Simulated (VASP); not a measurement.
Given:

```xyz
2
Lattice="1.2543 -2.1726 0.0000 1.2543 2.1726 0.0000 0.0000 0.0000 4.0583" Properties=species:S:1:pos:R:3 pbc="T T T"
Co     1.2543     0.7242     1.0146
Co     1.2543    -0.7242     3.0437
```
Starting moments (μB, in the order of the record's atoms Co Co): 1.7 1.7.

Method: revPBE GGA, VASP's PBE PAW potentials (set 64) (plane waves; VASP). Numerical set-up: 520 eV cut-off, Gaussian smearing of 0.050 eV, potentials Co.

Task: Give the spin-up energies of bands 1 to 12 at the high-symmetry points, in eV from the Fermi level.

Result: 
```tsv
band	Γ	M	K	A	L	H
1	-8.78	-4.68	-4.24	-6.57	-4.90	-3.80
2	-5.05	-4.66	-3.87	-6.57	-4.90	-3.80
3	-2.61	-4.39	-3.87	-2.90	-3.71	-3.66
4	-2.59	-2.75	-3.59	-2.90	-3.71	-3.66
5	-2.59	-2.52	-2.85	-2.66	-1.83	-2.92
6	-2.29	-2.49	-2.85	-2.66	-1.83	-2.92
7	-2.29	-2.20	-1.95	-2.66	-1.11	-1.92
8	-1.96	-0.77	-0.99	-2.66	-1.11	-1.92
9	-1.96	-0.69	-0.99	-1.20	-0.68	-0.84
10	-0.90	-0.63	-0.89	-1.20	-0.68	-0.84
11	-0.90	1.23	4.38	-1.20	1.57	5.60
12	-0.06	3.21	5.18	-1.20	1.57	5.60
```

Task: Give the spin-down energies of bands 1 to 12 at the high-symmetry points, in eV from the Fermi level.

Result: 
```json
[
 {"band": "1", "Γ": "-8.84", "M": "-3.80", "K": "-2.90", "A": "-6.55", "L": "-3.88", "H": "-2.52"},
 {"band": "2", "Γ": "-4.11", "M": "-3.46", "K": "-2.79", "A": "-6.55", "L": "-3.88", "H": "-2.52"},
 {"band": "3", "Γ": "-0.95", "M": "-3.15", "K": "-2.79", "A": "-1.49", "L": "-2.30", "H": "-2.44"},
 {"band": "4", "Γ": "-0.92", "M": "-1.84", "K": "-2.60", "A": "-1.49", "L": "-2.30", "H": "-2.44"},
 {"band": "5", "Γ": "-0.92", "M": "-1.07", "K": "-1.32", "A": "-0.98", "L": "-0.05", "H": "-1.70"},
 {"band": "6", "Γ": "-0.56", "M": "-1.00", "K": "-1.32", "A": "-0.98", "L": "-0.05", "H": "-1.70"},
 {"band": "7", "Γ": "-0.56", "M": "-0.59", "K": "-0.30", "A": "-0.98", "L": "0.23", "H": "-0.17"},
 {"band": "8", "Γ": "-0.19", "M": "1.15", "K": "0.88", "A": "-0.98", "L": "0.23", "H": "-0.17"},
 {"band": "9", "Γ": "-0.15", "M": "1.28", "K": "0.88", "A": "0.70", "L": "1.25", "H": "1.05"},
 {"band": "10", "Γ": "-0.15", "M": "1.31", "K": "1.04", "A": "0.70", "L": "1.25", "H": "1.05"},
 {"band": "11", "Γ": "1.03", "M": "2.46", "K": "5.13", "A": "0.70", "L": "2.14", "H": "6.19"},
 {"band": "12", "Γ": "1.03", "M": "4.18", "K": "5.91", "A": "0.70", "L": "2.14", "H": "6.19"}
]
```

It has no gap at this level: it comes out as a metal or semimetal.

The compound is Co in the hcp structure. It was relaxed first.
